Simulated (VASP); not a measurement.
Level of theory: PBE GGA, VASP's PBE PAW potentials (set 64) (plane waves; VASP).

Input for VASP

**POSCAR**
```
Pb27S26
1.0
  6.3567971500   3.6700990914  10.3760499745
 -6.3567971500   3.6700990914  10.3760499745
  0.0000000000  -7.3401981828  10.3760499745
Pb S
27 26
Cartesian
  0.0000000000  -0.0000000000  10.1744536995
  0.0328455709  -2.4703473685  13.6309545952
  0.0000000000  -4.8934605617  17.0918134318
 -2.1282366154   1.2386474331  13.6399195024
 -2.1562255933  -1.2545279518  17.0859198355
 -2.1189302644  -3.6700954213  20.5504932980
 -4.2378605288   2.4467302809  17.0918134318
 -4.2378605288  -0.0000000000  20.5504932980
 -4.2378605288  -2.4467302809  24.0091731641
  2.1544329765   1.2431946858  13.5890872336
  2.1631735726  -1.2704158108  17.1150246556
  2.1189302644  -3.6700954213  20.5504932980
  0.0208566514   2.4514096572  17.1052607926
 -0.0000000000  -0.0000000000  20.5504932980
 -0.0000000000  -2.4467302809  24.0091731641
 -2.1189302644   3.6700954213  20.5504932980
 -2.1189302644   1.2233651404  24.0091731641
 -2.1189302644  -1.2233651404  27.4678530303
  4.2378605288   2.4467302809  17.0918134318
  4.2378605288  -0.0000000000  20.5504932980
  4.2378605288  -2.4467302809  24.0091731641
  2.1189302644   3.6700954213  20.5504932980
  2.1189302644   1.2233651404  24.0091731641
  2.1189302644  -1.2233651404  27.4678530303
 -0.0000000000   4.8934605617  24.0091731641
 -0.0000000000   2.4467302809  27.4678530303
 -0.0000000000  -0.0000000000  30.9265328964
 -0.0000000000  -0.0000000000   4.9290180278
 -0.0000000000  -2.4467302809   8.3876978939
 -0.0000000000  -4.8934605617  11.8463777601
 -2.1189302644   1.2233651404   8.3876978939
 -2.1189302644  -1.2233651404  11.8463777601
 -2.1189302644  -3.6700954213  15.3050576262
 -4.2378605288   2.4467302809  11.8463777601
 -4.2378605288  -0.0000000000  15.3050576262
 -4.2378605288  -2.4467302809  18.7637374924
  2.1189302644   1.2233651404   8.3876978939
  2.1189302644  -1.2233651404  11.8463777601
  2.1189302644  -3.6700954213  15.3050576262
  0.0000000000   2.4467302809  11.8463777601
  0.0000000000  -2.4467302809  18.7637374924
 -2.1189302644   3.6700954213  15.3050576262
 -2.1189302644   1.2233651404  18.7637374924
 -2.1189302644  -1.2233651404  22.2224173585
  4.2378605288   2.4467302809  11.8463777601
  4.2378605288  -0.0000000000  15.3050576262
  4.2378605288  -2.4467302809  18.7637374924
  2.1189302644   3.6700954213  15.3050576262
  2.1189302644   1.2233651404  18.7637374924
  2.1189302644  -1.2233651404  22.2224173585
  0.0000000000   4.8934605617  18.7637374924
  0.0000000000   2.4467302809  22.2224173585
  0.0000000000   0.0000000000  25.6810972247
```

### INCAR
```
SYSTEM = Pb27S26
GGA = PE
SIGMA = 0.05   ! width (eV)
LMAXMIX = 4
LCHARG = .FALSE.
LREAL = Auto
ISYM = 0
NELM = 100   ! most electronic steps
NSW = 60
LASPH = .TRUE.   ! aspherical one-centre terms
LWAVE = .FALSE.
NELMIN = 4
EDIFFG = -0.03   ! ionic stop
ISIF = 2   ! forces and stress, cell fixed
EDIFF = 1E-5   ! SCF stop (eV)
ENCUT = 400
ISMEAR = 0
PREC = Normal
IBRION = 2   ! conjugate gradients
ALGO = Fast   ! Davidson, then RMM-DIIS
```

**KPOINTS**
```
Automatic mesh
0
Gamma
1 1 1
0 0 0
```

POTCAR, in this order: Pb S (PBE.64 set). Program: vasp_gam.

Question: What will the output report for the number of irreducible k-points (NKPTS), largest plane-wave count, FFT grid (NGX, NGY, NGZ)?

Answer: 
- number of irreducible k-points (NKPTS): 1
- largest plane-wave count: 13235
- FFT grid (NGX, NGY, NGZ): 64 × 64 × 64

The cell is a supercell with a defect, built from a database entry that may be metastable or hypothetical: vac_S. The run is not spin-polarised, so no state with unpaired spins was tried.
